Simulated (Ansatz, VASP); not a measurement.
# Sr2ZnSbN in two plane-wave programs, part 2 of 2

Wanted: the spread between two codes on one cell, functional and k mesh. The cell is invented: As first built, before any earlier steps moved the atoms (in the runner's words): it takes the Sr2ZnSb2 structure with some of its atoms replaced by other elements, volume scaled by an estimate. It may not be a known or stable phase. The cell is taken from a series of VASP runs on this material, whose earlier steps may have relaxed, scaled or displaced it; both programs get it as it stands. Valence electrons are named where the data sets of a main pair hold unlike numbers.

VASP 6.6.1 and Ansatz 0.2.0.

So far: The structure; Ansatz: relaxation of cell and atoms, PBEsol.

### 3. VASP: relaxation of cell and atoms, PBEsol

Level of this step: PBEsol; plane waves and PAW (Sb, Sr_sv, Zn, N); invented cell (VASP).

The same cell, functional, mesh and smearing now go to VASP, with its own data sets.

Lines of VASP's logs that name or quote its potential files are left out, and so is its time.

Contents of INCAR:

```
SYSTEM = Sr2ZnSbN
PREC = Accurate
ENCUT = 520
EDIFF = 1E-06
NELM = 100
ISMEAR = 0
SIGMA = 0.05
LREAL = .FALSE.
ALGO = Normal
GGA = PS
NBANDS = 27
LORBIT = 11
LWAVE = .FALSE.
LCHARG = .FALSE.
KPAR = 2
IBRION = 2
NSW = 60
ISIF = 3
EDIFFG = -0.01
```

Contents of POSCAR:

```
Sr2ZnSbN
1.0
    4.1789736896      0.0000000000      0.0000000000
   -2.0894868448      3.6190978591      0.0000000000
    0.0000000000      0.0000000000      8.2521882453
Sb Sr Zn N
1 2 1 1
Direct
    0.0000000000      0.0000000000      0.0000000000
    0.3333333300      0.6666666700      0.6755645872
    0.3333333300      0.6666666700      0.3244354128
    0.6666666700      0.3333333300      0.0000000000
    0.6666666700      0.3333333300      0.5000000000
```

Contents of KPOINTS:

```
Automatic mesh
0
Gamma
7 7 4
0 0 0
```

PAW data sets: Sb, Sr_sv, Zn and N (PBE family, release 64).

Started as:

```sh
> mpirun -np 2 vasp_std
```

Numbers of over 12 decimals in the logs are rounded to 6 here.

Log:

```text
[banner, memory and clock lines left out]
running    2 mpi-ranks, on    1 nodes
 distrk:  each k-point on    1 cores,    2 groups
 distr:  one band on    1 cores,    1 groups

 POSCAR found type information on POSCAR SbSrZnN
 POSCAR found :  4 types and       5 ions
|                                                                             |
|               ----> ADVICE to this user running VASP <----                  |
|                                                                             |
|     You enforced a specific xc type in the INCAR file but a different       |
|     [... a line on the potential file left out ...]
|     I HOPE YOU KNOW WHAT YOU ARE DOING!                                     |
|                                                                             |

 LDA part: xc-table for (Slater+PW92), standard interpolation
 POSCAR, INCAR and KPOINTS ok, starting setup
 FFT: planning ... GRIDC
 FFT: planning ... GRID_SOFT
 FFT: planning ... GRID
 WAVECAR not read
 entering main loop
       N       E                     dE             d eps       ncg     rms          rms(c)
DAV:   1     0.327335005632E+03    0.32734E+03   -0.19129E+04  1296   0.152E+03
DAV:   2     0.134198958992E+02   -0.31392E+03   -0.30537E+03  1426   0.364E+02
DAV:   3    -0.227939655819E+02   -0.36214E+02   -0.35808E+02  1772   0.113E+02
DAV:   4    -0.246658217910E+02   -0.18719E+01   -0.18659E+01  1944   0.210E+01
DAV:   5    -0.247390642880E+02   -0.73242E-01   -0.73209E-01  1911   0.375E+00    0.211E+01
DAV:   6    -0.209312154208E+02    0.38078E+01   -0.38457E+01  1705   0.452E+01    0.205E+01
DAV:   7    -0.203362715055E+02    0.59494E+00   -0.62885E+00  1559   0.106E+01    0.115E+01
DAV:   8    -0.201207854425E+02    0.21549E+00   -0.13406E+00  1549   0.701E+00    0.140E+00
DAV:   9    -0.201196659742E+02    0.11195E-02   -0.89227E-02  2007   0.272E+00    0.789E-01
DAV:  10    -0.201194934383E+02    0.17254E-03   -0.69292E-03  1665   0.543E-01    0.380E-01
DAV:  11    -0.201196995391E+02   -0.20610E-03   -0.16819E-03  1709   0.295E-01    0.681E-02
DAV:  12    -0.201196795665E+02    0.19973E-04   -0.48969E-04  2029   0.128E-01    0.330E-02
DAV:  13    -0.201196874055E+02   -0.78390E-05   -0.80719E-05  1648   0.597E-02    0.135E-02
DAV:  14    -0.201196869917E+02    0.41379E-06   -0.24887E-05  1656   0.201E-02    0.718E-03
DAV:  15    -0.201196869554E+02    0.36298E-07   -0.86520E-06  1389   0.117E-02
   1 F= -.20119687E+02 E0= -.20119687E+02  d E =-.201197E+02
 curvature:   0.00 expect dE= 0.000E+00 dE for cont linesearch  0.000E+00
 trial: gam= 0.00000 g(F)=  0.962E-04 g(S)=  0.141E-02 ort = 0.000E+00 (trialstep = 0.100E+01)
 search vector abs. value=  0.151E-02
 bond charge predicted
       N       E                     dE             d eps       ncg     rms          rms(c)
DAV:   1    -0.201284999234E+02   -0.88129E-02   -0.21043E-01  1529   0.421E+00    0.672E-01
DAV:   2    -0.201222643109E+02    0.62356E-02   -0.38861E-02  1684   0.226E+00    0.298E-01
DAV:   3    -0.201207610681E+02    0.15032E-02   -0.93113E-03  1570   0.449E-01    0.233E-01
DAV:   4    -0.201201537142E+02    0.60735E-03   -0.30936E-03  1843   0.216E-01    0.137E-01
DAV:   5    -0.201201235380E+02    0.30176E-04   -0.31809E-04  2357   0.115E-01    0.116E-01
DAV:   6    -0.201201319807E+02   -0.84427E-05   -0.16665E-04  1951   0.666E-02    0.160E-02
DAV:   7    -0.201201308037E+02    0.11770E-05   -0.25957E-05  2165   0.314E-02    0.560E-03
DAV:   8    -0.201201305526E+02    0.25115E-06   -0.12430E-06  1091   0.957E-03
   2 F= -.20120131E+02 E0= -.20120131E+02  d E =-.443597E-03
 trial-energy change:   -0.000444  1 .order   -0.000402   -0.001507    0.000703
 step:   0.7055(harm=  0.6819)  dis= 0.00107  next Energy=   -20.120233 (dE=-0.546E-03)
 bond charge predicted
       N       E                     dE             d eps       ncg     rms          rms(c)
DAV:   1    -0.201209560943E+02   -0.82529E-03   -0.18207E-02  1526   0.125E+00    0.198E-01
DAV:   2    -0.201204196915E+02    0.53640E-03   -0.33202E-03  1689   0.657E-01    0.877E-02
DAV:   3    -0.201202905576E+02    0.12913E-03   -0.80853E-04  1543   0.128E-01    0.702E-02
DAV:   4    -0.201202376644E+02    0.52893E-04   -0.26507E-04  1830   0.622E-02    0.417E-02
DAV:   5    -0.201202332744E+02    0.43900E-05   -0.26913E-05  2337   0.331E-02    0.349E-02
DAV:   6    -0.201202297889E+02    0.34854E-05   -0.15590E-05  1941   0.201E-02    0.472E-03
DAV:   7    -0.201202290953E+02    0.69369E-06   -0.16472E-06  1062   0.885E-03
   3 F= -.20120229E+02 E0= -.20120229E+02  d E =-.542140E-03
 curvature:  -0.34 expect dE=-0.148E-05 dE for cont linesearch -0.362E-06
 trial: gam= 0.00000 g(F)=  0.970E-06 g(S)=  0.340E-05 ort =-0.401E-04 (trialstep = 0.941E+00)
 search vector abs. value=  0.437E-05
 reached required accuracy - stopping structural energy minimisation
```

Parts of OUTCAR (step 3):

```text
ion  position               nearest neighbor table
   1  0.000  0.000  0.000-   4 2.41   4 2.41   4 2.41   2 3.60   3 3.60   2 3.60   3 3.60   2 3.60
                             3 3.60
   2  0.333  0.667  0.676-   5 2.81   5 2.81   5 2.81   3 2.90   1 3.60   4 3.60   1 3.60   4 3.60
                             4 3.60   1 3.60   3 5.09   3 5.09   3 5.09   3 5.09   3 5.09   3 5.09
   3  0.333  0.667  0.324-   5 2.81   5 2.81   5 2.81   2 2.90   1 3.60   4 3.60   1 3.60   4 3.60
                             4 3.60   1 3.60   2 5.09   2 5.09   2 5.09   2 5.09   2 5.09   2 5.09
   4  0.667  0.333  0.000-   1 2.41   1 2.41   1 2.41   3 3.60   2 3.60   3 3.60   2 3.60   3 3.60
                             2 3.60
   5  0.667  0.333  0.500-   2 2.81   3 2.81   2 2.81   3 2.81   2 2.81   3 2.81

  LATTYP: Found a hexagonal cell.
 ALAT       =     4.1789736896
 C/A-ratio  =     1.9746925581

 Subroutine GETGRP returns: Found 12 space group operations
 (whereof 12 operations were pure point group operations)

The static configuration has the point symmetry D_3h.

 Found     24 irreducible k-points:

   k-points           NKPTS =     24   k-points in BZ     NKDIM =     24   number of bands    NBANDS=     27

   dimension x,y,z NGX =    32 NGY =   32 NGZ =   64
   dimension x,y,z NGXF=    64 NGYF=   64 NGZF=  128

   ENCUT  =  520.0 eV  38.22 Ry    6.18 a.u.   7.77  7.77 15.34*2*pi/ulx,y,z

   NELECT =      42.0000    total number of electrons

 k-points in reciprocal lattice and weights: Automatic mesh
   0.00000000  0.00000000  0.00000000       0.005
   0.14285714  0.00000000  0.00000000       0.031
   0.28571429  0.00000000  0.00000000       0.031
   0.42857143  0.00000000  0.00000000       0.031
   0.14285714  0.14285714  0.00000000       0.031
   0.28571429  0.14285714  0.00000000       0.061
   0.42857143  0.14285714  0.00000000       0.031
   0.28571429  0.28571429  0.00000000       0.031
   0.00000000  0.00000000  0.25000000       0.010
[...]
0.42857143  0.14285714  0.50000000       0.031
   0.28571429  0.28571429  0.50000000       0.031

 average (electrostatic) potential at core
       1 -88.7902       2 -37.2621       3 -37.2621       4 -36.8515       5 -63.3338

 E-fermi :   3.4437

 k-point     1 :       0.0000    0.0000    0.0000
  band No.  band energies     occupation
    ...
     17       2.6773      2.00000
     18       2.6773      2.00000
     19       2.7615      2.00000
     20       3.2651      2.00000
     21       3.2651      2.00000
     22       4.3749      0.00000
     23       4.9423      0.00000
     24       6.2169      0.00000
     25       6.2169      0.00000
     26       6.5814      0.00000
    ...

 k-point     2 :       0.1429    0.0000    0.0000
  band No.  band energies     occupation
    ...
     17       1.2177      2.00000
     18       2.3556      2.00000
     19       2.6727      2.00000
     20       2.7964      2.00000
     21       3.0293      2.00000
     22       4.8341      0.00000
     23       5.3549      0.00000
     24       6.5950      0.00000
     25       6.6767      0.00000
     26       6.9590      0.00000
    ...

 k-point     3 :       0.2857    0.0000    0.0000
  band No.  band energies     occupation
    ...
     17       0.4284      2.00000
     18       1.5517      2.00000
     19       2.3387      2.00000
     20       2.7830      2.00000
     21       2.9997      2.00000
     22       4.5594      0.00000
     23       5.4990      0.00000
     24       5.9615      0.00000
     25       7.0347      0.00000
     26       7.7864      0.00000
    ...

  Total        0.0105317      0.0105317      0.0114264      0.0000000     -0.0000000      0.0000000
  in kB        0.1356524      0.1356525      0.1471770      0.0000000     -0.0000000      0.0000000
  external PRESSURE =       0.1394940 kB  Pullay stress =       0.0000000 kB

  energy-cutoff  :      520.00
  volume of cell :      124.39
      direct lattice vectors                 reciprocal lattice vectors
     4.171334695  0.000000000  0.000000000     0.239731422  0.138408983 -0.000000000
    -2.085667348  3.612482293 -0.000000000     0.000000000  0.276817966 -0.000000000
     0.000000000  0.000000000  8.254652616     0.000000000  0.000000000  0.121143802

 POSITION                                       TOTAL-FORCE (eV/Angst)
 -----------------------------------------------------------------------------------
      0.00000      0.00000      0.00000         0.000000      0.000000      0.000000
     -0.00000      2.40832      5.57763        -0.000000     -0.000000      0.003171
     -0.00000      2.40832      2.67703        -0.000000     -0.000000     -0.003171
      2.08567      1.20416     -0.00000         0.000000      0.000000      0.000000
      2.08567      1.20416      4.12733         0.000000     -0.000000      0.000000
 -----------------------------------------------------------------------------------
    total drift:                                0.000014     -0.000000      0.000000

  FREE ENERGIE OF THE ION-ELECTRON SYSTEM (eV)
  ---------------------------------------------------
  free  energy   TOTEN  =       -20.1202290953 eV

  energy  without entropy=      -20.1202290936  energy(sigma->0) =      -20.12022909

 reached required accuracy - stopping structural energy minimisation

 total charge
# of ion       s       p       d       tot
------------------------------------------
    1        1.103   1.501   0.034   2.638
    2        2.018   5.728   0.234   7.979
    3        2.018   5.728   0.234   7.979
    4        0.655   0.605   9.736  10.996
    5        1.251   2.203   0.000   3.454
--------------------------------------------------
tot          7.044  15.766  10.237  33.046

[... 3 further parts left out ...]
```

The gap is read on the k-mesh alone, so it is an upper bound where the band edges lie off the mesh. The run keeps the 12 symmetry operations of its start, so it cannot find a distortion of lower symmetry.

### 4. Differences

Known differences besides the potentials themselves: both relaxations stop at a tolerance, which leaves soft axes loose, and VASP keeps its plane-wave basis; the data sets hold 52 valence electrons in Ansatz (on its default PAW (the set named soft_2) files) and 42 in VASP; the cutoff is 420 eV in Ansatz and 520 eV in VASP; Ansatz makes its cores anew for this functional, VASP keeps those of its PBE data sets; VASP leaves aspherical gradient terms in its spheres out (LASPH is not set), Ansatz keeps them; Ansatz adds a Pulay correction to the stress that steers its cell, VASP none. Total energies have different zeros and are not compared.

The two programs side by side:

```
                                         quantity  Ansatz    VASP  difference
                                      volume (Å³)  123.72  124.39     -0.53 %
edge a after relaxation, in the typed setting (Å)   4.166   4.171     -0.13 %
edge c after relaxation, in the typed setting (Å)   8.232   8.255     -0.28 %
```

The walks stopped with 0.01 GPa left in Ansatz and 0.01 GPa in VASP; each walk ends within a tolerance, so the volume difference is uncertain by about these residues over the bulk modulus, most in soft cells.

### 5. Results

```json
{"difference in volume (relaxation of cell and atoms, PBEsol)": "-0.53 %"}
```

The difference in volume is -0.53 % (relaxation of cell and atoms, PBEsol), within the 1.2 % picked in this series as the mark of a large difference, as far as the stopping tolerances let one tell. The data sets hold unlike numbers of valence electrons (52 in Ansatz and 42 in VASP), so part of the differences comes from the potentials. How closely two codes agree says nothing of how well the functional describes the real material.

[Lines on the potential files, build, host, timing and source positions are cut from VASP's logs without a mark.]

[Logs are printed without paths, hosts, clocks, repeated set-up lines and the standing remarks that a program may print on its own settings, such as how far it seeks lower states.]

[Hosts, paths, dates, database ids (printed as entryN), source tags and the programs' standing remarks are cut or masked in the printed files.]
